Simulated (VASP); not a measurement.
Runs of VASP 6.6.1 on Os. Symmetry: P6_3/mmc, No. 194, hexagonal system. The conventional cell has a = 2.734 Å, b = 2.734 Å, c = 4.320 Å, α = 90.00°, β = 90.00°, γ = 120.00°. Around Os (site symmetry -6m2) lie 12 Os at 2.68 to 2.73 Å. 

```tsv
level	potentials or basis	k mesh	cutoff (eV)	gap on the mesh (eV)	pressure (GPa)
PBEsol	VASP PAW PBE potentials, release 64 (Os)	14 × 14 × 8	500	none	-2.3
PBE	VASP PAW PBE potentials, release 64 (Os)	14 × 14 × 8	520	none	(b)
PBEsol	VASP PAW PBE potentials, release 64 (Os)	14 × 14 × 8	700	none	-2.2
PBEsol	VASP PAW PBE potentials, release 64 (Os_pv)	14 × 14 × 8	600	none	0.2
r2SCAN	VASP PAW PBE potentials, release 64 (Os)	14 × 14 × 8	520	none	2.0
PBEsol	VASP PAW PBE potentials, release 64 (Os)	19 × 19 × 11	520	none	(a)
```

Alike in all rows: task electric field gradients; no spin polarisation; cell as given; smearing fermi-dirac 0.05 eV.

Problem. Estimate the missing entries.

Solution. (a) -2.4; (b) 8.8.

Caveats: the PAW data sets were made with another functional, which shifts forces and pressure a little (some runs).

A k mesh can miss the band edges, and the runs leave out spin-orbit coupling on Os.

A gap of «none» marks a metal or a gap under the smearing width.

The runs don't all hold the same shells in valence.
